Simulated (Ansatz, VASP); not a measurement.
# YGaS: VASP beside Ansatz

```
Y Ga S
1.0
     4.33070    0.00000    0.00000
     0.00000    4.33070    0.00000
     0.00000    0.00000    6.12453
Y Ga S
2 2 2
Direct
  0.50000 0.50000 0.25000
  0.50000 0.50000 0.75000
  0.00000 0.00000 0.75000
  0.00000 0.00000 0.25000
  0.00000 0.50000 0.00000
  0.50000 0.00000 0.50000
```

Alike in both runs: task single point; functional PBE; k mesh 4 × 4 × 4; occupations gaussian, width 0.1 eV; no spin polarisation.

```csv
,VASP,Ansatz
version,VASP 6.6.1,Ansatz 0.2.0
potentials or method,"VASP PAW PBE potentials, release 64 (Y_sv, Ga_d, S)","scalar-relativistic, plane waves, PAW"
plane-wave cutoff (eV),520,420
valence electrons in the cell,60,60
```

```csv
,VASP,Ansatz,Ansatz less VASP
gap on the k mesh at the Fermi level (eV),none,none,-
pressure (GPa),13.8,13.8,0.00
largest component of the traceless stress (GPa),9.69,9.73,+0.036
```

A gap of «none» marks a metal or a gap that the smearing closes.

Caveats: the k mesh is coarse (spacing up to 0.36 Å⁻¹), so the values aren't converged.
